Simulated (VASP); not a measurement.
Given:

```yaml
crystal:
  lattice:
    - [0.00000, 3.00000, 3.00000]
    - [3.00000, 0.00000, 3.00000]
    - [3.00000, 3.00000, 0.00000]
  atoms:
    - { symbol: Al, position: [0.27595, 0.23969, 0.24515] }
    - { symbol: Al, position: [0.73603, 0.74255, 0.75139] }
    - { symbol: Au, position: [0.98802, 0.01776, 0.00346] }
```

Level of theory: LDA (Ceperley-Alder, Perdew-Zunger), VASP's LDA PAW potentials (set 64) (plane waves; VASP 6.6.1). Settings: 300 eV cut-off, 9×9×9 Γ-centred mesh shifted by (0.5, 0.5, 0.5), Gaussian smearing of 0.10 eV, potentials Al Au.

At this cut-off the stress carries a Pulay error, which pulls relaxed volumes low. Unless said otherwise, spin-orbit coupling is left out, though it shifts the bands of the heavy elements here.

Question: Predict the energy per atom (σ→0), pressure, largest force, band gap (on the k-mesh) with the smallest direct gap where there is one.

Answer: 
```
Property                                                    Result
------------------------  ----------------------------------------
band gap (on the k-mesh)  none (metal, semimetal or under 0.01 eV)
energy per atom (σ→0)                               -4.735 eV/atom
pressure                                                -16.0 kbar
largest force                                           0.915 eV/Å
```

Only differences to runs with the same potentials and settings are physical.

The structure is a typed AuAl2 crystal. The cell was not relaxed at this level, atoms are displaced from their ideal sites. The electron count is odd and the run is not spin-polarised, which forces a metal.
